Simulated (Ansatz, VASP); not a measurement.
**Cross-check of B2O3 (glassy B2O3) between VASP and Ansatz**

One calculation is typed for both programs; each brings its own data sets. How far apart do they land? Of the first pair: The structure shown is the start of the Ansatz relaxation below; VASP solves that cell, so the two are compared at the walk's first step.

Method: plane waves, with VASP 6.6.1 beside it; single point at PBE, in Ansatz 0.2.0.

## 1. The structure

The cell holds 150 atoms: 60 B and 90 O. Its edges and angles: a = 11.598 Å, b = 12.409 Å, c = 12.715 Å, α = 90.6°, β = 91.5°, γ = 89.4°. As first built, before any earlier steps moved the atoms (in the runner's words): 150 atoms (60 B, 90 O) placed at random at 1.93 g/cm^3, melted at 3000 K for 20 ps at fixed volume with the Buckingham and Coulomb pair potential of Guillot and Sator (Geochim. Cosmochim. Acta 71, 1249 (2007)) with the boron terms of Wang et al. (J. Non-Cryst. Solids 498, 294 (2018)). Quenched from 3000 K to 300 K at 100 K/ps and fixed volume, held 10 ps at zero pressure.

## 2. Ansatz: relaxation, PBE

Ansatz runs on its default PAW (the set named soft_2) files.

The two programs are compared at the cell with which this relaxation starts, whose forces are those of its first step.

input.yaml reads:

```yaml
crystal:
  lattice:
    - [11.59665, 0.06254, -0.15863]
    - [0.06254, 12.4086, -0.0692]
    - [-0.15863, -0.0692, 12.71409]
  atoms:
    - { symbol: B, position: [0.36482, 0.32786, 0.63108] }
    - { symbol: B, position: [0.38656, 0.70191, 0.95216] }
    - { symbol: B, position: [0.51294, 0.93792, 0.55862] }
    - { symbol: B, position: [0.45412, 0.98564, 0.99792] }
    - { symbol: B, position: [0.27507, 0.64562, 0.61399] }
    - { symbol: B, position: [0.28261, 0.88463, 0.90826] }
    - { symbol: B, position: [0.95497, 0.52459, 0.9948] }
    - { symbol: B, position: [0.89994, 0.59549, 0.50909] }
    - { symbol: B, position: [0.25191, 0.65987, 0.34285] }
    - { symbol: B, position: [0.89864, 0.99655, 0.17413] }
    - { symbol: B, position: [0.98795, 0.95666, 0.67614] }
    - { symbol: B, position: [0.96063, 0.13758, 0.77897] }
    - { symbol: B, position: [0.62913, 0.09421, 0.92633] }
    - { symbol: B, position: [0.71411, 0.42659, 0.34397] }
    - { symbol: B, position: [0.73785, 0.57182, 0.02505] }
    - { symbol: B, position: [0.67967, 0.7431, 0.47163] }
    - { symbol: B, position: [0.08406, 0.50324, 0.16228] }
    - { symbol: B, position: [0.72012, 0.77039, 0.08079] }
    - { symbol: B, position: [0.90786, 0.32922, 0.27963] }
    - { symbol: B, position: [0.76268, 0.43923, 0.53601] }
    - { symbol: B, position: [0.70757, 0.09835, 0.11821] }
    - { symbol: B, position: [0.77375, 0.74975, 0.27312] }
    - { symbol: B, position: [0.15996, 0.15568, 0.10479] }
    - { symbol: B, position: [0.46187, 0.34266, 0.96571] }
    - { symbol: B, position: [0.54251, 0.14907, 0.25357] }
    - { symbol: B, position: [0.97292, 0.77336, 0.87477] }
    - { symbol: B, position: [0.74389, 0.23633, 0.59638] }
    - { symbol: B, position: [0.59841, 0.14496, 0.73285] }
    - { symbol: B, position: [0.43135, 0.87956, 0.16481] }
    - { symbol: B, position: [0.37032, 0.26273, 0.31699] }
[... 114 atom lines left out ...]
    - { symbol: O, position: [0.2311, 0.07376, 0.14602] }
    - { symbol: O, position: [0.01948, 0.55042, 0.24117] }
    - { symbol: O, position: [0.13668, 0.22591, 0.45444] }
    - { symbol: O, position: [0.73727, 0.81031, 0.18365] }
    - { symbol: O, position: [0.59804, 0.9604, 0.48533] }
    - { symbol: O, position: [0.32618, 0.18169, 0.37856] }
kpoints:
  mp_grid: { grid: [1, 1, 1] }
hamiltonian:
  xc: pbe
scf:
  occupations: { method: fixed }
output:
  forces: true
  eigenvalues: true
  stress: true
relax:
  f_tol: 0.05
  max_steps: 70
```

On the command line:

```console
$ ansatz run input.yaml --threads 4 --pin off --max-ram 8192MiB --backend cpu --events-out ev --progress --plain --runs-dir out
```

Numbers of over 12 decimals in the logs are rounded to 6 here.

The program printed:

```text
Warning: output.stress: scf.convergence.dr2_threshold = 1e-7 eV (the SCF's general default) is looser than the 1.08e-8 eV advised for a printed stress (1e-10 eV for each atom of the cell: 150, of which 108 are counted). What an SCF threshold leaves in a stress goes as its square root, and in the free energy as the threshold itself, and one threshold admits the most on a small cell: [figures from the program's tests c [...]
Engine: ansatz 0.2.0, x86_64-unknown-linux-gnu
Pseudopotentials: kind: paw
Pseudopotential: B, paw, valence charge 3, recommended cutoff 420 eV (normal), B.paw.azcp
Pseudopotential: O, paw, valence charge 6, recommended cutoff 420 eV (normal), O.paw.azcp
Functional definition: PBE
  parameter kappa = 0.804
  parameter beta = 0.066725
  exchange = pbe_x(kappa = kappa, mu = beta*pi^2/3)
  correlation = pbe_c(beta = beta)
Crystal: 150 atoms, lattice volume = 1829.118 Å³
Basis set: ecut = 420 eV, 35803 PW (Γ), exchange–correlation on 160×180×180 points (8 copies of the dense FFT grid, shifted against one another)
Bands: 510, of which v1, the nominal top of the filled ones, is band 360 counted from 1 (359 counted from 0)
Symmetry: 1 space group operations
Space group: P1 (ITA 1), of the structure as read, at distance tolerance 1.2e-4 Å
k-points: 1
Non-local potential: B, projectors of the file, l = 0: 2, l = 1: 2, l = 2: 1
Non-local potential: O, projectors of the file, l = 0: 2, l = 1: 2, l = 2: 1
PAW form: soft (Blöchl's): semilocal exchange-correlation on the pseudo side does not see the compensation charge
PAW one-centre angular grid: B, 110 points (default); XC on 64 Gauss nodes
PAW one-centre angular grid: O, 110 points (default); XC on 64 Gauss nodes
Initial density: superposition of atomic densities (neutral atoms: chi_scale 0, normalization atom), corrected by the library's trained network
Initial wavefunctions: pseudopotential atomic-orbital guess
Functional: x = pbe(κ = 0.804, μ = 0.219515), c = pbe(β = 0.066725)
SCF iter   1: F=—  HF=-60546.678681 eV  |F-HF|=—  |Δ(HF+E_count)|=         —  Δρ=3.51e-3  dr2=1.95e-1  ethr=1.77e-3  ⟨swp⟩=5.0  Hψ=1742  notcnv=0  defer=146
preconditioner: auto → Resta (q_TF=auto, 2.336 Å⁻¹)  ε∞=3.0  [insulator: Δε(μ)=5.455 eV  Ē_g=16.613 eV  n_scr=404 (ndim 8)  ℏωp=23.3 eV  f_vac=0.204  ε∞_Penn≈3.0]
SCF iter   2: F=—  HF=-60546.695962 eV  |F-HF|=—  |Δ(HF+E_count)|=   1.73e-2  Δρ=1.63e-3  dr2=3.41e-2  ethr=2.71e-5  ⟨swp⟩=3.0  Hψ=951  notcnv=0  defer=148
SCF iter   3: F=—  HF=-60546.707975 eV  |F-HF|=—  |Δ(HF+E_count)|=   1.20e-2  Δρ=6.16e-4  dr2=7.82e-3  ethr=4.73e-6  ⟨swp⟩=4.0  Hψ=633  notcnv=0  defer=148
SCF iter   4: F=—  HF=-60546.708591 eV  |F-HF|=—  |Δ(HF+E_count)|=   6.15e-4  Δρ=1.67e-4  dr2=5.96e-4  ethr=1.09e-6  ⟨swp⟩=2.0  Hψ=782  notcnv=0  defer=148
SCF iter   5: F=—  HF=-60546.708657 eV  |F-HF|=—  |Δ(HF+E_count)|=   6.64e-5  Δρ=9.33e-5  dr2=1.33e-4  ethr=8.28e-8  ⟨swp⟩=2.0  Hψ=663  notcnv=0  defer=148
SCF iter   6: F=-60546.708678 eV  HF=-60546.708675 eV  |F-HF|=2.69e-6  |Δ(HF+E_count)|=   1.78e-5  Δρ=2.47e-5  dr2=9.90e-6  ethr=8.68e-9  ⟨swp⟩=15.0  Hψ=3754  notcnv=0
SCF 1 converged in 6 iterations: F = -60546.708678 eV  dr2 = 9.90e-6
  greatest PAW one-centre occupation: 0.863 electrons in one spin orbital (limit 2), on the O atom at site 60 (counted from 0), in its partial waves of l = 0
relax step   1: F+E_penalty+E_count = -60546.70867762 eV  Δ(F+E_penalty+E_count) = +0.000e0 eV  max|allowed force component| = 8.603e-1 eV/Å  Δτ_max = 0.0000 Å  (6 SCF iters, dr2 threshold 6.25e-5 eV, accepted)
Initial density: handed on by an earlier stage of this run
Initial wavefunctions: those handed on with the density
iter 1 solved again at ethr=2.85e-4 eV; its pass at ethr=3.10e-3 eV (dr2=2.05e0 eV) is discarded
SCF iter   1: F=—  HF=-60548.443464 eV  |F-HF|=—  |Δ(HF+E_count)|=         —  Δρ=1.54e-2  dr2=2.08e0  ethr=2.85e-4  ⟨swp⟩=2.0  Hψ=1774  notcnv=0  defer=146
[...]
- { symbol: B, position: [0.154683, 0.836679, 0.408666] }
    - { symbol: B, position: [0.441220, 0.527790, 0.041969] }
    - { symbol: B, position: [0.756547, 0.817666, 0.886318] }
    - { symbol: B, position: [0.303949, 0.972287, 0.487245] }
    - { symbol: B, position: [0.089097, 0.322300, 0.418246] }
    - { symbol: B, position: [0.548964, 0.534543, 0.224709] }
    - { symbol: B, position: [0.216179, 0.447609, 0.528846] }
    - { symbol: B, position: [0.485288, 0.496923, 0.674607] }
    - { symbol: B, position: [0.110044, 0.274899, 0.816987] }
    - { symbol: B, position: [0.489582, 0.649603, 0.554500] }
    - { symbol: B, position: [0.615595, 0.043527, 0.408393] }
    - { symbol: B, position: [0.271396, 0.260116, 0.952777] }
    - { symbol: B, position: [0.047987, 0.475436, 0.827826] }
    - { symbol: B, position: [0.822364, 0.091266, 0.462415] }
    - { symbol: B, position: [0.236174, 0.167678, 0.428492] }
    - { symbol: B, position: [0.205710, 0.975128, 0.733285] }
    - { symbol: B, position: [0.866269, 0.237476, 0.931694] }
    - { symbol: O, position: [0.482340, 0.794757, 0.193681] }
    - { symbol: O, position: [0.875874, 0.183352, 0.837861] }
    - { symbol: O, position: [0.516151, 0.543332, 0.581879] }
    - { symbol: O, position: [0.680587, 0.480158, 0.976639] }
    - { symbol: O, position: [0.293877, 0.369754, 0.557720] }
    - { symbol: O, position: [0.392713, 0.629226, 0.026767] }
    - { symbol: O, position: [0.255934, 0.879930, 0.446267] }
    - { symbol: O, position: [0.123450, 0.419797, 0.462288] }
    - { symbol: O, position: [0.124357, 0.920269, 0.091613] }
    - { symbol: O, position: [0.563780, 0.900030, 0.656916] }
    - { symbol: O, position: [0.865883, 0.681136, 0.263580] }
    - { symbol: O, position: [0.977699, 0.516849, 0.903932] }
    - { symbol: O, position: [0.483578, 0.942123, 0.083145] }
    - { symbol: O, position: [0.216927, 0.897779, 0.811114] }
    - { symbol: O, position: [0.340774, 0.732212, 0.304602] }
    - { symbol: O, position: [0.486791, 0.555911, 0.767269] }
    - { symbol: O, position: [0.510799, 0.624805, 0.275393] }
    - { symbol: O, position: [0.753897, 0.789295, 0.543782] }
    - { symbol: O, position: [0.820728, 0.165577, 0.543519] }
    - { symbol: O, position: [0.786563, 0.318117, 0.945117] }
    - { symbol: O, position: [0.861789, 0.546077, 0.052422] }
    - { symbol: O, position: [0.690437, 0.647995, 0.058585] }
    - { symbol: O, position: [0.903553, 0.296515, 0.175756] }
    - { symbol: O, position: [0.654234, 0.186535, 0.651625] }
[...]
- { symbol: O, position: [0.922764, 0.875139, 0.625667] }
    - { symbol: O, position: [0.945432, 0.962257, 0.262972] }
    - { symbol: O, position: [0.240056, 0.075435, 0.131642] }
    - { symbol: O, position: [0.017928, 0.553025, 0.254655] }
    - { symbol: O, position: [0.137332, 0.224943, 0.446124] }
    - { symbol: O, position: [0.729842, 0.792103, 0.180510] }
    - { symbol: O, position: [0.595036, 0.973339, 0.488899] }
    - { symbol: O, position: [0.319317, 0.199778, 0.360726] }
```

## 3. VASP: single point, PBE, start cell, pair 1

The same cell, functional and mesh now go to VASP, with its own data sets.

Lines of VASP's logs that name or quote its potential files are left out, and so is its time.

INCAR reads:

```
SYSTEM = B2O3
PREC = Accurate
ENCUT = 520
EDIFF = 1E-06
NELM = 120
ISMEAR = 0
SIGMA = 0.01
LREAL = Auto
ALGO = Normal
GGA = PE
NBANDS = 465
LORBIT = 11
LWAVE = .FALSE.
LCHARG = .FALSE.
ISIF = 2
LASPH = .TRUE.
GGA_COMPAT = .FALSE.
EFERMI = MIDGAP
```

POSCAR reads:

```
B2O3
1.0
   11.5966500000      0.0625400000     -0.1586300000
    0.0625400000     12.4086000000     -0.0692000000
   -0.1586300000     -0.0692000000     12.7140900000
B O
60 90
Direct
    0.3648211679      0.3278576597      0.6310761786
    0.3865637301      0.7019094838      0.9521635242
    0.5129375023      0.9379202760      0.5586220767
    0.4541188957      0.9856434619      0.9979198989
    0.2750725236      0.6456236002      0.6139890395
    0.2826120760      0.8846265728      0.9082637383
    0.9549738482      0.5245890884      0.9948009701
    0.8999422999      0.5954859457      0.5090938852
    0.2519105051      0.6598706321      0.3428498313
    0.8986386851      0.9965466671      0.1741305972
    0.9879514170      0.9566592917      0.6761411596
    0.9606277782      0.1375761260      0.7789707838
    0.6291257654      0.0942133982      0.9263280178
    0.7141101658      0.4265865978      0.3439726389
    0.7378520856      0.5718202166      0.0250521614
    0.6796739669      0.7430999426      0.4716294440
    0.0840561881      0.5032375115      0.1622812068
    0.7201161722      0.7703894435      0.0807877699
    0.9078628453      0.3292210572      0.2796264916
    0.7626821534      0.4392271285      0.5360099533
    0.7075664791      0.0983534810      0.1182111603
    0.7737523542      0.7497468822      0.2731161114
    0.1599588844      0.1556781462      0.1047929664
    0.4618713167      0.3426608525      0.9657064546
    0.5425101782      0.1490674412      0.2535670155
    0.9729188636      0.7733578315      0.8747736158
    0.7438893061      0.2363318032      0.5963822280
    0.5984130301      0.1449630635      0.7328528981
    0.4313517957      0.8795615953      0.1648085705
    0.3703184093      0.2627271338      0.3169888153
[... 114 atom lines left out ...]
    0.2310968800      0.0737594509      0.1460161956
    0.0194826667      0.5504223395      0.2411717835
    0.1366825627      0.2259077776      0.4544418651
    0.7372694248      0.8103089520      0.1836487258
    0.5980369005      0.9603971109      0.4853297463
    0.3261793535      0.1816882586      0.3785575419
```

KPOINTS reads:

```
Automatic mesh
0
Gamma
1 1 1
0 0 0
```

PAW data sets: B and O (PBE family, release 64).

On the command line:

```console
$ export OMP_NUM_THREADS=3
$ mpirun -np 1 vasp_gam
```

The program printed:

```text
[banner, memory and clock lines left out]
running    1 mpi-ranks, on    1 nodes
[...]
Offloading initialized ...    1 GPUs detected
[...]
LDA part: xc-table for (Slater+PW92), standard interpolation
 POSCAR, INCAR and KPOINTS ok, starting setup
[...]
entering main loop
       N       E                     dE             d eps       ncg     rms          rms(c)
DAV:   1     0.660110241706E+04    0.66011E+04   -0.43334E+05   962   0.152E+03
DAV:   2    -0.706680655604E+03   -0.73078E+04   -0.70117E+04  1139   0.386E+02
DAV:   3    -0.129058700398E+04   -0.58391E+03   -0.57817E+03  1068   0.115E+02
DAV:   4    -0.130230635522E+04   -0.11719E+02   -0.11665E+02  1076   0.174E+01
[...]
DAV:  16    -0.119538411475E+04    0.70396E-05   -0.70621E-05  1060   0.198E-02    0.977E-03
DAV:  17    -0.119538411222E+04    0.25255E-05   -0.77446E-06  1068   0.980E-03    0.436E-03
DAV:  18    -0.119538411182E+04    0.40334E-06   -0.27948E-06   788   0.595E-03
   1 F= -.11953841E+04 E0= -.11953841E+04  d E =0.000000E+00
```

OUTCAR, selected parts (step 3):

```text
  FREE ENERGIE OF THE ION-ELECTRON SYSTEM (eV)
  ---------------------------------------------------
  free  energy   TOTEN  =     -1195.3841118173 eV

  energy  without entropy=    -1195.3841118173  energy(sigma->0) =    -1195.38411182
```

The run ends at a pressure of -8.64 GPa, with forces up to 0.91 eV/Å.

## 4. Comparison

Known differences besides the potentials themselves: fixed occupations in Ansatz, narrow Gaussian smearing in VASP; the cutoff is 420 eV in Ansatz and 520 eV in VASP (PREC = Accurate, projectors in real space). Total energies have different zeros and are not compared.

Forces on 10 of the 150 atoms, those with the largest forces and the largest differences (eV/Å; atoms numbered as in POSCAR):

```
atom         Ansatz x, y, z           VASP x, y, z
 B20  0.052, -0.056, -0.070   0.031, -0.057, 0.005
 B41  0.010, -0.055, -0.056   0.024, 0.018, -0.004
 B53  -0.040, -0.110, 0.060  -0.017, -0.056, 0.006
 O95   0.155, 0.282, -0.860   0.149, 0.278, -0.845
 O96  -0.317, 0.760, -0.293  -0.326, 0.756, -0.292
O108    0.777, 0.437, 0.042    0.767, 0.421, 0.033
O109  -0.536, -0.437, 0.536  -0.531, -0.430, 0.532
O111   -0.463, 0.361, 0.621   -0.454, 0.351, 0.609
O125  0.758, -0.418, -0.227  0.750, -0.414, -0.226
O131   0.536, -0.164, 0.733   0.527, -0.166, 0.724
```

The forces differ by 20 meV/Å r.m.s., which is 6.5 % of the r.m.s. force of 0.302 eV/Å (both taken over all components).

[end of part 1 of 2]

[Lines on the potential files, build, host, timing and source positions are cut from VASP's logs without a mark.]

[Logs are printed without paths, hosts, clocks, repeated set-up lines and the standing remarks that a program may print on its own settings, such as how far it seeks lower states.]

[Hosts, paths, dates, database ids (printed as entryN), source tags and the programs' standing remarks are cut or masked in the printed files.]
